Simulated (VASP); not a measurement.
Output of a VASP run:

File OSZICAR:
```
       N       E                     dE             d eps       ncg     rms          rms(c)
DAV:   1     0.439553490801E+02    0.43955E+02   -0.41776E+03   630   0.102E+03
DAV:   2    -0.576673472697E+01   -0.49722E+02   -0.47277E+02   841   0.161E+02
DAV:   3    -0.764645998142E+01   -0.18797E+01   -0.18773E+01   775   0.376E+01
DAV:   4    -0.768456104208E+01   -0.38101E-01   -0.38059E-01  1027   0.495E+00
DAV:   5    -0.768477515979E+01   -0.21412E-03   -0.21411E-03   814   0.385E-01    0.226E+00
DAV:   6    -0.762709325408E+01    0.57682E-01   -0.13329E-01   725   0.207E+00    0.153E+00
DAV:   7    -0.762635451257E+01    0.73874E-03   -0.41974E-02   937   0.132E+00    0.751E-01
DAV:   8    -0.762858932982E+01   -0.22348E-02   -0.56068E-03   793   0.630E-01    0.111E-01
DAV:   9    -0.762858443168E+01    0.48981E-05   -0.19946E-04   840   0.125E-01    0.367E-02
DAV:  10    -0.762861823892E+01   -0.33807E-04   -0.54585E-05   720   0.679E-02    0.196E-02
DAV:  11    -0.762862027343E+01   -0.20345E-05   -0.60457E-06   881   0.208E-02    0.605E-03
DAV:  12    -0.762862048727E+01   -0.21383E-06   -0.30694E-07   740   0.532E-03    0.207E-03
DAV:  13    -0.762862022119E+01    0.26607E-06   -0.64272E-08   394   0.220E-03    0.211E-04
DAV:  14    -0.762862022157E+01   -0.37278E-09   -0.80219E-09   352   0.861E-04
   1 F= -.76286202E+01 E0= -.76286202E+01  d E =-.114413E-10
```

OUTCAR:
```
------------------------ aborting loop because EDIFF is reached ----------------------------------------
  FORCE on cell =-STRESS in cart. coord.  units (eV):
  Direction    XX          YY          ZZ          XY          YZ          ZX
  --------------------------------------------------------------------------------------
  Total       -0.3926805     -0.3926805     -0.3926805      0.0000000      0.0000000      0.0000000
  in kB      -18.3060755    -18.3060755    -18.3060755      0.0000000      0.0000000      0.0000000
  external PRESSURE =     -18.3060755 kB  Pullay stress =       0.0000000 kB
  volume of cell :       34.37
      direct lattice vectors                 reciprocal lattice vectors
     0.000000000  2.580525835  2.580525835    -0.193758959  0.193758959  0.193758959
     2.580525835  0.000000000  2.580525835     0.193758959 -0.193758959  0.193758959
     2.580525835  2.580525835  0.000000000     0.193758959  0.193758959 -0.193758959
  FREE ENERGIE OF THE ION-ELECTRON SYSTEM (eV)
  ---------------------------------------------------
  free  energy   TOTEN  =        -7.6286202216 eV

  energy  without entropy=       -7.6286202216  energy(sigma->0) =       -7.62862022
```
(Selected blocks of OUTCAR.)

File POSCAR:
```
LiCl
1
    0.0000000000     2.5805258353     2.5805258353
    2.5805258353     0.0000000000     2.5805258353
    2.5805258353     2.5805258353     0.0000000000
Li Cl
1 1
Direct
  0.0000000000   0.0000000000   0.0000000000
  0.5000000000   0.5000000000   0.5000000000
```

Q: Write an INCAR and KPOINTS that could have produced this output.

A: One answer among several that fit: the input of the run itself, PBEsol GGA, plane waves, VASP's PBE PAW potentials (set 64).

**INCAR**
```
# general
SYSTEM  =  LiCl
PREC    =  Accurate
ENCUT   =  520
LREAL   =  .FALSE.
LASPH   =  .TRUE.

# electronic loop
EDIFF   =  1E-7
NELM    =  100
ALGO    =  Normal

# smearing
ISMEAR  =  0
SIGMA   =  0.05

# functional
GGA     =  PS

# ions
ISIF    =  2

# output
LWAVE   =  .FALSE.
LCHARG  =  .FALSE.
```

File KPOINTS:
```
kpoints
0
G
9 9 9
```

POTCAR, in this order: Li_sv Cl (PBE.64 set). Program: vasp_std.

The compound is LiCl in the rock salt structure. This cell is one point of a volume scan, at 1.06 of the reference volume.
